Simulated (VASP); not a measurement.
Set up this calculation in VASP 6.6.1, as the native input.

```
Task                   : relaxation of cell and atoms
Functional             : PBEsol
Potentials or basis    : VASP PAW PBE potentials, release 64 (Ge_d, Si)
Cutoff                 : 600 eV
k mesh                 : 6 × 6 × 6
Occupations            : gaussian, width 0.03 eV
Spin                   : no spin polarisation
Further INCAR settings : ALGO = Normal; EDIFF = 1e-06; IBRION = 2; EDIFFG = -0.01; NSW = 90; ISIF = 3
```

The structure of Si5Ge11 lies in POSCAR:

```
Si5Ge11
1.0
    0.0000000000      5.5857262500     -5.5857262500
    5.5857262500      5.5857262500      0.0000000000
    5.5857262500      0.0000000000     -5.5857262500
Ge Si
11 5
Direct
    0.5000000000      0.0000000000      0.5000000000
    0.0000000000      0.0000000000      0.5000000000
    0.0000000000      0.5000000000      0.5000000000
    0.5000000000      0.0000000000      0.0000000000
    0.5000000000      0.5000000000      0.0000000000
    0.0000000000      0.5000000000      0.0000000000
    0.8750000000      0.3750000000      0.3750000000
    0.8750000000      0.8750000000      0.3750000000
    0.3750000000      0.3750000000      0.8750000000
    0.8750000000      0.3750000000      0.8750000000
    0.8750000000      0.8750000000      0.8750000000
    0.5000000000      0.5000000000      0.5000000000
    0.0000000000      0.0000000000      0.0000000000
    0.3750000000      0.3750000000      0.3750000000
    0.3750000000      0.8750000000      0.3750000000
    0.3750000000      0.8750000000      0.8750000000
```

The cell was built by a generator and needn't be a form met in nature.

One way to write it, as run:

INCAR

```
PREC = Accurate
ENCUT = 600
EDIFF = 1E-6
ISMEAR = 0
SIGMA = 0.03
LREAL = False
LASPH = True
NELM = 80
ALGO = Normal
ISIF = 3
LWAVE = False
LCHARG = False
GGA = PS
IBRION = 2
NSW = 90
EDIFFG = -0.01
LUSENCCL = False
```

KPOINTS

```
regular mesh
0
Gamma
  6 6 6
```

Potentials or basis: VASP PAW PBE potentials, release 64 (Ge_d, Si).

The run is started by

```sh
$ cat potpaw_PBE.64/Ge_d/POTCAR potpaw_PBE.64/Si/POTCAR > POTCAR
$ mpirun -np 1 vasp_std > vasp.out
```

It gave:

```json
{
  "Relaxed volume": "21.85 Å³/atom",
  "Relaxed cell": "a = 7.907 Å, b = 7.908 Å, c = 7.908 Å, α = 60.00°, β = 60.00°, γ = 60.00°",
  "Space group after relaxing (to 0.05 Å)": "Cm (No. 8)",
  "Energy gained by relaxing": "5.7 meV/atom",
  "Ionic steps": "8",
  "Pressure after relaxing": "0.0 GPa",
  "Largest force after relaxing": "0.007 eV/Å",
  "Band gap on the k mesh": "0.20 eV, direct"
}
```

Caveat: the PAW data sets were made with another functional, which shifts forces and pressure a little.

Run time: 110 min on 1 × NVIDIA H100 80GB with 1 thread of AMD EPYC 7R13 Processor (Zen 3), on a shared host, peak memory 2.9 GiB.
